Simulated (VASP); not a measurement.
Here is a VASP 6.6.1 calculation.

INCAR

```
PREC = Accurate ; ENCUT = 520
EDIFF = 1E-6 ; ISMEAR = 0
SIGMA = 0.05 ; LREAL = F
LASPH = T ; NELM = 60
ALGO = Fast ; ISIF = 2
LWAVE = F ; LCHARG = F
NBANDS = 20
```

Contents of KPOINTS:

```
regular mesh
0
Gamma
  9 9 9
```

Contents of POSCAR:

```
CdBr2
1.0
    1.9749999253      1.1402667385      6.2233300000
   -1.9749999253      1.1402667385      6.2233300000
    0.0000000000     -2.2805334771      6.2233300000
Cd Br
1 2
Direct
    0.0000000000      0.0000000000      0.0000000000
    0.2500000000      0.2500000000      0.2500000000
    0.7500000000      0.7500000000      0.7500000000
```

Potentials or basis: VASP PAW LDA potentials, release 64 (Cd, Br).

Launch:

```sh
$ cat potpaw_LDA.64/Cd/POTCAR potpaw_LDA.64/Br/POTCAR > POTCAR
$ mpirun -np 1 vasp_std > vasp.out
```

Task: Predict the largest force.

Result: 0.110 eV/Å.

Task: Predict the band gap on the k mesh.

Result: 2.58 eV, indirect (least direct gap 2.76 eV).

Task: Estimate the pressure.

Result: -1.0 GPa.

Forces on the atoms (eV/Å):
```
Cd   0.000  0.000  0.000
Br   0.000  0.000  0.110
Br   0.000  0.000 -0.110
```

Caveat: an odd mesh through Γ misses points on the zone boundary, where band edges often lie; the cell's inner coordinates are idealised or old, which leaves forces on the atoms.
